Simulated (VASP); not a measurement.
An input for Ansatz (written as the equivalent of a VASP run, and not itself run):

Ansatz 0.2 input:
```yaml
crystal:
  lattice:
    - [0.0000000, 2.7864608, 2.7864608]
    - [2.7864608, 0.0000000, 2.7864608]
    - [2.7864608, 2.7864608, 0.0000000]
  atoms:
    - { symbol: Ce, position: [0.0000000, 0.0000000, 0.0000000] }
    - { symbol: O, position: [0.2500000, 0.2500000, 0.2500000] }
    - { symbol: O, position: [0.7500000, 0.7500000, 0.7500000] }
kpoints:
  mp_grid: { grid: [6, 6, 6] }
hamiltonian:
  xc: pbe
  pseudopotentials: { kind: paw }
scf:
  occupations: { method: gaussian, width: 0.05 }
  max_iter: 100
output: { forces: true, stress: true, eigenvalues: true }
```

**Question.** Write the VASP files for the same calculation (PBE).

**Answer.** One answer among several that fit: 
**INCAR**
```
! general
SYSTEM  = CeO2
PREC    = Accurate
ENCUT   = 600
LREAL   = F
LASPH   = T

! electronic loop
EDIFF   = 1E-7
NELM    = 100
ALGO    = Normal
LMAXMIX = 6

! smearing
ISMEAR  = 0
SIGMA   = 0.05

! functional
GGA     = PE

! ions
ISIF    = 2

! output
LWAVE   = F
LCHARG  = F
```

File POSCAR:
```
CeO2
3.9406510
  0.0000000000   0.7071067176   0.7071067176
  0.7071067176   0.0000000000   0.7071067176
  0.7071067176   0.7071067176   0.0000000000
Ce O
1 2
Direct
  0.0000000000   0.0000000000   0.0000000000
  0.2500000000   0.2500000000   0.2500000000
  0.7500000000   0.7500000000   0.7500000000
```

### KPOINTS
```
K-points
0
Gamma
 6 6 6
```

POTCAR, in this order: Ce O (PBE.64 set). Program: vasp_std.

The two are equivalent in intent, not identical: each code has its own PAW files, so the cut-off isn't converted (ENCUT is set for VASP's; basis.ecutwfc is left out, and Ansatz then takes the one that its files recommend); Ansatz stops its SCF on the density residual and VASP on the energy change (EDIFF).

The compound is CeO2 in the fluorite structure. This cell was strained or had an atom moved on purpose.
